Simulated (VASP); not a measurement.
Given:

```xyz
2
Lattice="1.7338 -3.0031 0.0000 1.7338 3.0031 0.0000 0.0000 0.0000 5.4065" Properties=species:S:1:pos:R:3 pbc="T T T"
Lu     1.7338     1.0010     1.3516
Lu     1.7338    -1.0010     4.0549
```

The numbers are results of PBE GGA with D3 dispersion (Becke-Johnson damping), VASP's PBE PAW potentials (set 64) (plane waves; VASP), not measurements. Run with 520 eV cut-off, 11×11×6 Γ-centred mesh, first-order Methfessel-Paxton smearing of 0.10 eV, potentials Lu_3.

Task: What does the run give for the energy per atom (σ→0), band gap (on the k-mesh) with the smallest direct gap where there is one?

Result: 
The band gap (on the k-mesh) is none (metal, semimetal or under 0.01 eV) and the energy per atom (σ→0) is -4.814 eV/atom.

Total energies compare only between runs with the same potentials, cut-off and functional.

The compound is Lu in the hcp structure. It was relaxed first. The start is the result of an earlier pass.
